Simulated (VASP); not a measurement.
# Al2Cu (Khatyrkite): structure and properties in VASP, part 5 of 5

What structure does Al2Cu (Khatyrkite) take at this level, and what are its properties? Left out of this account: 1 further run (bands with LDA: it shows nothing beyond the runs told). The start is a cell from a database of measured crystal structures.

VASP 6.6.1; LDA; plane waves and PAW (Al, Cu).

Still holding for the runs below: The k-mesh is coarse for a metal.

So far. Step 13 (Volume scan with LDA, volume scale 1.06): The pressure falls from -4.23 to -5.99 GPa. The parabola predicted -5.99 GPa, +0.01 GPa off.

## (14) The series together

Times are for 4 MPI ranks of Intel Xeon Platinum 8259CL at 2.50GHz (Skylake/Cascade Lake), shared host. The series side by side:

```
no.  volume scale  energy above the lowest point (meV/atom)  pressure (GPa)  time  memory (GiB)
  1          0.94                                     22.03           8.231  11 s          0.65
  2          0.96                                      9.78           5.177  11 s          0.65
  3          0.98                                      2.63           2.478  11 s          0.65
  4             1                                         0        -0.05947  12 s          0.66
  5          1.02                                      1.51          -2.269  12 s          0.67
  6          1.04                                      6.71          -4.229  12 s          0.66
  7          1.06                                     15.21          -5.992  12 s          0.67
```

## (15) Fit for LDA

This step: Birch-Murnaghan fit, LDA; plane waves and PAW (VASP 6.6.1).

This step runs nothing: it gathers the runs above.

Numbers from this step:

- pressure derivative of the bulk modulus: 4.307
- r.m.s. error of the fit: 7.47e-6 eV/atom
- minimum inside the sampled range: yes
- bulk modulus: 115.7 GPa
- equilibrium volume of the fit: 14.08 Å³/atom

The energy above the fitted minimum by volume:

```
volume (Å³/atom)  energy above the fitted minimum (eV/atom)
          13.202                                     0.0220
          13.483                                    0.00980
          13.764                                    0.00265
          14.045                                     1.6e-5
          14.326                                    0.00153
          14.607                                    0.00672
          14.888                                     0.0152
```

The fitted volume lies +0.24 % from the relaxed one. At a finite cutoff and mesh the minimum of the energy and the zero of the stress don't quite coincide, and the relaxation stops at a threshold. The atoms bear forces along the scan, since they were held; freeing them would lower the modulus.

## (16) Band structure (LDA), changed input

This step: LDA; plane waves and PAW (Al, Cu) (VASP 6.6.1).

This run is made with a changed input; what comes of it follows.

INCAR

```
SYSTEM = Al2Cu
PREC = Accurate
ENCUT = 400
EDIFF = 1E-06
NELM = 84
ISMEAR = 1
SIGMA = 0.2
LREAL = .FALSE.
ALGO = Normal
GGA = CA
NBANDS = 33
LASPH = .TRUE.
LORBIT = 11
LWAVE = .FALSE.
LCHARG = .FALSE.
KPAR = 4
```

POSCAR

```
Al2Cu
1.0
   -5.5866400000      5.5866400000      4.5552000000
    5.5866400000     -5.5866400000      4.5552000000
    5.5866400000      5.5866400000     -4.5552000000
Al Cu
4 2
Direct
    0.6599107228      0.1599107228      0.8198214456
    0.1599107228      0.3400892772      0.5000000000
    0.3400892772      0.8400892772      0.1801785544
    0.8400892772      0.6599107228      0.5000000000
    0.2500000000      0.2500000000      0.0000000000
    0.7500000000      0.7500000000      0.0000000000
```

KPOINTS

```
Automatic mesh
0
Gamma
3 3 3
0 0 0
```

KPOINTS_OPT

```
Line mode
16
Line-mode
Reciprocal
  0.00000000   0.00000000   0.00000000 GAMMA
  0.00000000   0.00000000   0.50000000 X

  0.00000000   0.00000000   0.50000000 X
 -0.50000000   0.50000000   0.50000000 M

 -0.50000000   0.50000000   0.50000000 M
  0.00000000   0.00000000   0.00000000 GAMMA

  0.00000000   0.00000000   0.00000000 GAMMA
  0.41620845   0.41620845  -0.41620845 Z

  0.41620845   0.41620845  -0.41620845 Z
  0.25000000   0.25000000   0.25000000 P

  0.25000000   0.25000000   0.25000000 P
  0.00000000   0.50000000   0.00000000 N

  0.00000000   0.50000000   0.00000000 N
 -0.41620845   0.58379155   0.41620845 Z1

 -0.41620845   0.58379155   0.41620845 Z1
 -0.50000000   0.50000000   0.50000000 M

  0.00000000   0.00000000   0.50000000 X
  0.25000000   0.25000000   0.25000000 P
```

The projector-augmented-wave data sets are Al and Cu (LDA family, release 64).

The run is started by

```bash
$ mpirun -np 4 vasp_std
```

The program printed:

```text
[... set-up lines as in an earlier step ...]
 entering main loop
       N       E                     dE             d eps       ncg     rms          rms(c)
DAV:   1     0.125394781278E+03    0.12539E+03   -0.76748E+03   396   0.587E+02
DAV:   2     0.123682354954E+00   -0.12527E+03   -0.89274E+02   398   0.116E+02
DAV:   3    -0.696378552904E+01   -0.70875E+01   -0.67848E+01   512   0.412E+01
DAV:   4    -0.724592746232E+01   -0.28214E+00   -0.27959E+00   448   0.899E+00
[...]
DAV:  13    -0.631470551382E+01   -0.10393E-05   -0.43091E-05   586   0.374E-02    0.128E-02
DAV:  14    -0.631470011434E+01    0.53995E-05   -0.20093E-05   606   0.320E-02    0.364E-03
DAV:  15    -0.631469999763E+01    0.11671E-06   -0.30987E-06   510   0.109E-02
   1 F= -.63147000E+01 E0= -.63121449E+01  d E =-.766537E-02
 Start KPOINTS_OPT (optional k-point list driver)
k-point batch [1-6\144]
       N       E                     dE             ncg
DAV:   1     0.616036346064E+02   -0.43677E+03      396
DAV:   2    -0.611949474747E+03   -0.67355E+03      396
DAV:   3    -0.657499020895E+03   -0.45550E+02      504
DAV:   4    -0.659640993930E+03   -0.21420E+01      488
DAV:   5    -0.659787754505E+03   -0.14676E+00      624
DAV:   6    -0.659789126248E+03   -0.13717E-02      472
DAV:   7    -0.659789184489E+03   -0.58240E-04      632
DAV:   8    -0.659789185063E+03   -0.57416E-06      350
[...]
k-point batch [127-132\144]
       N       E                     dE             ncg
```

Run time: 4.6 min. Hardware: 4 MPI ranks of Intel Xeon Platinum 8259CL at 2.50GHz (Skylake/Cascade Lake), shared host.

The run was cut off at its time limit.

The fault in the input: cell typed in bohr. POSCAR is in ångström: multiply bohr by 0.529.

## (17) Outcome

```yaml
relaxed_volume: 14.04 Å³/atom
relaxed_conventional_cell_a_b_c: 5.913, 5.913, 4.821 Å
space_group_after_relaxing_within_0p02_a: I4/mcm (No. 140)
band_gap: none, a metal
dos_at_the_fermi_level: 2.25 states/eV/cell
bulk_modulus_from_the_fit: 116 GPa
volume_from_the_fit: 14.1 Å³/atom
```

In words: With LDA, Al2Cu (Khatyrkite) relaxes to 14.04 Å³/atom in space group I4/mcm (held by the symmetry of the run), comes out as a metal and has a bulk modulus of 116 GPa at fixed shape and positions, an upper bound. Against the listed cell the volume lies -6.1 % (a -2.5 %, c -1.1 %). Band structure (LDA): Of the bands kept, 5 cross the Fermi level on this path. The k-sampling is coarse for a metal, so the Fermi level, pressures and the shape of the cell carry errors. No search among competing phases was made, and a listed structure need not be the one stable at ambient conditions. All values are for a static lattice at zero temperature.

[Lines on the potential files, build, host, timing and source positions are cut from VASP's logs without a mark.]

[Logs are printed without paths, hosts, clocks, repeated set-up lines and the standing remarks that a program may print on its own settings, such as how far it seeks lower states.]

[Hosts, paths, dates, database ids (printed as entryN), source tags and the programs' standing remarks are cut or masked in the printed files.]

[A measured line is paired with the nearest computed mode of its activity, which favours agreement.]
